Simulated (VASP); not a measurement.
Here is a VASP 6.6.1 calculation.

Contents of INCAR:

```
SYSTEM = SnTeS
PREC = Accurate
ENCUT = 520
EDIFF = 1E-7
ISMEAR = 0
SIGMA = 0.1
LREAL = .False.
LASPH = .True.
NELM = 100
ALGO = Fast
ISIF = 2
LWAVE = .False.
LCHARG = .True.
LDIPOL = .True.
IDIPOL = 3
DIPOL = 0.5 0.5 0.294
GGA = PE
LELF = .True.
LVHAR = .True.
LVACPOTAV = .True.
NBANDS = 20
```

The input KPOINTS:

```
Automatic mesh
0
Gamma
  12 12 1
  0 0 0
```

Contents of POSCAR:

```
SnTeS
1.0
    3.8903945468     -0.0000000033      0.0000000000
   -1.9451972705      3.3691805100      0.0000000000
    0.0000000000      0.0000000000     30.3476346400
Sn Te S
1 1 1
Direct
    0.0000000000      0.0000000000      0.2890803328
    0.3333333333      0.6666666667      0.3517787362
    0.6666666667      0.3333333333      0.2423069609
```

Potentials or basis: VASP PAW PBE potentials, release 64 (Sn_d, Te, S).

Command:

```console
$ cat potpaw_PBE.64/Sn_d/POTCAR potpaw_PBE.64/Te/POTCAR potpaw_PBE.64/S/POTCAR > POTCAR
$ mpirun -np 1 vasp_std > vasp.out
```

Task: Predict the largest force.

Result: 0.044 eV/Å.

Task: Predict the work function of the lower face.

Result: 5.53 eV.

Task: Predict the work function of the upper face.

Result: 4.86 eV.

Forces on the atoms (eV/Å):
```
Sn   0.000  0.000  0.044
Te   0.000  0.000 -0.024
S    0.000  0.000 -0.020
```

Spin-orbit coupling is left out, which matters for the levels of Te.
